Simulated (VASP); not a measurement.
Level of theory: r2SCAN meta-GGA, VASP's PBE PAW potentials (set 64) (plane waves; VASP).

VASP ran on this input.

**POSCAR**
```
GaP
1.0
  0.0000000000   2.7250000000   2.7250000000
  2.7250000000   0.0000000000   2.7250000000
  2.7250000000   2.7250000000   0.0000000000
Ga P
1 1
Direct
  0.0000000000   0.0000000000   0.0000000000
  0.7500000000   0.7500000000   0.7500000000
```

**INCAR**
```
ALGO = Normal
EDIFF = 1E-5
EDIFFG = -0.03
ENCUT = 400
IBRION = 2
ISIF = 2
ISMEAR = 0
LASPH = .True.
LCHARG = .False.
LMAXMIX = 4
LMIXTAU = .True.
LREAL = .False.
LWAVE = .False.
METAGGA = R2SCAN
NELM = 100
NELMIN = 4
NSW = 20
PREC = Normal
SIGMA = 0.05
SYSTEM = GaP
```

KPOINTS:
```
Automatic mesh
0
Gamma
  9 9 9
0 0 0
```

POTCAR, in this order: Ga_d P (PBE.64 set). Program: vasp_std.

The resulting files:

### OSZICAR
```
       N       E                     dE             d eps       ncg     rms          rms(c)
DAV:   1     0.580673869312E+02    0.58067E+02   -0.84279E+03   934   0.178E+03
DAV:   2    -0.182110697672E+02   -0.76278E+02   -0.73486E+02   990   0.300E+02
DAV:   3    -0.236476021849E+02   -0.54365E+01   -0.54078E+01  1155   0.717E+01
DAV:   4    -0.237392209298E+02   -0.91619E-01   -0.91574E-01  1115   0.102E+01
DAV:   5    -0.237411514187E+02   -0.19305E-02   -0.19304E-02  1148   0.119E+00    0.483E+00
DAV:   6    -0.214191560835E+02    0.23220E+01   -0.67927E-01  1116   0.188E+01    0.315E+00
DAV:   7    -0.215902194928E+02   -0.17106E+00   -0.45261E-01  1120   0.766E+00    0.153E+00
DAV:   8    -0.214396951256E+02    0.15052E+00   -0.11243E-01   930   0.451E+00    0.105E+00
DAV:   9    -0.214458331065E+02   -0.61380E-02   -0.19567E-01   920   0.467E+00    0.276E-01
DAV:  10    -0.214562551821E+02   -0.10422E-01   -0.15444E-01   910   0.402E+00    0.122E-01
DAV:  11    -0.214617090398E+02   -0.54539E-02   -0.58500E-03  1110   0.647E-01    0.494E-02
DAV:  12    -0.214609914804E+02    0.71756E-03   -0.61714E-04  1030   0.221E-01    0.669E-02
DAV:  13    -0.214620346746E+02   -0.10432E-02   -0.76810E-04   920   0.315E-01    0.254E-02
DAV:  14    -0.214620580113E+02   -0.23337E-04   -0.22530E-05  1130   0.462E-02    0.280E-02
DAV:  15    -0.214620512260E+02    0.67853E-05   -0.79426E-06   655   0.378E-02
   1 F= -.21462051E+02 E0= -.21462051E+02  d E =-.214621E+02
```

File OUTCAR:
```
------------------------ aborting loop because EDIFF is reached ----------------------------------------
  FORCE on cell =-STRESS in cart. coord.  units (eV):
  Direction    XX          YY          ZZ          XY          YZ          ZX
  --------------------------------------------------------------------------------------
  Total       -0.0763845     -0.0763845     -0.0763845      0.0000000      0.0000000      0.0000000
  in kB       -3.0240315     -3.0240315     -3.0240315      0.0000000      0.0000000      0.0000000
  external PRESSURE =      -3.0240315 kB  Pullay stress =       0.0000000 kB
  volume of cell :       40.47
      direct lattice vectors                 reciprocal lattice vectors
     0.000000000  2.725000000  2.725000000    -0.183486239  0.183486239  0.183486239
     2.725000000  0.000000000  2.725000000     0.183486239 -0.183486239  0.183486239
     2.725000000  2.725000000  0.000000000     0.183486239  0.183486239 -0.183486239
  FREE ENERGIE OF THE ION-ELECTRON SYSTEM (eV)
  ---------------------------------------------------
  free  energy   TOTEN  =       -21.4620512260 eV

  energy  without entropy=      -21.4620512260  energy(sigma->0) =      -21.46205123

 reached required accuracy - stopping structural energy minimisation
```
(Selected blocks of OUTCAR.)

The compound is GaP in the zinc blende structure. The cell was not relaxed at this level.
